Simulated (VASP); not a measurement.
Here is a VASP 6.6.1 calculation.

INCAR

```
SYSTEM = AlB2Sb3
  PREC = Normal
  ENCUT = 520
  EDIFF = 1E-5
  ISMEAR = 0
  SIGMA = 0.15
  LREAL = Auto
  LASPH = .True.
  NELM = 80
  ALGO = Fast
  ISIF = 3
  LWAVE = .False.
  LCHARG = .False.
  GGA = PE
  IBRION = 2
  NSW = 110
  EDIFFG = -0.03
  ISYM = 0
  KPAR = 4
```

The input KPOINTS:

```
Automatic mesh
0
Gamma
  4 4 4
  0 0 0
```

The input POSCAR:

```
AlB2Sb3
1.0
    6.0646205200     -3.5959564100     -0.0092042600
    5.9485536600      3.3947356400     -0.0273895200
   -0.0199453300     -0.0171837600      6.4917534300
Al B Sb
2 4 6
Direct
    0.8227020600      0.1591874700      0.0125448100
    0.1840760400      0.8413905800      0.4895286100
    0.5436237800      0.7992632800      0.9985954400
    0.1713743800      0.4763612300      0.9981358800
    0.4888568700      0.1715008300      0.4961753800
    0.8314945400      0.5232838300      0.5183418100
    0.4918201000      0.1413216700      0.8536984400
    0.8401107900      0.5233900700      0.8600315000
    0.2149598100      0.7742858900      0.8998464300
    0.5506866300      0.8326244800      0.3448308500
    0.1621687200      0.4618572800      0.3614891500
    0.7817450100      0.2149998100      0.4215900900
```

Potentials or basis: VASP PAW PBE potentials, release 64 (Al, B, Sb).

Run with:

```sh
$ cat potpaw_PBE.64/Al/POTCAR potpaw_PBE.64/B/POTCAR potpaw_PBE.64/Sb/POTCAR > POTCAR
$ mpirun -np 4 vasp_std > vasp.out
```

Problem. What does it give for the space group after relaxing (to 0.05 Å)?

Solution. Cmc2_1 (No. 36).

Problem. Predict the relaxed volume.

Solution. 21.81 Å³/atom.

Problem. Predict the relaxed cell.

Solution. a = 6.842 Å, b = 6.845 Å, c = 6.459 Å, α = 89.99°, β = 89.99°, γ = 59.93°.

Problem. Estimate the band gap on the k mesh.

Solution. 0.59 eV, indirect (least direct gap 0.76 eV).

Forces on the atoms (eV/Å):
```
Al  -0.004  0.002  0.004
Al  -0.021  0.001 -0.005
B   -0.009  0.012  0.004
B    0.005  0.015  0.003
B   -0.005 -0.007  0.000
B   -0.004  0.001  0.002
Sb   0.023 -0.009  0.001
Sb   0.007 -0.011 -0.007
Sb   0.005 -0.004 -0.003
Sb   0.003 -0.002 -0.008
Sb   0.007 -0.001 -0.008
Sb  -0.006  0.003  0.017
```

Caveat: spin-orbit coupling is left out, which moves the levels of the heavy elements. As with any semilocal functional, this PBE gap is likely too small.
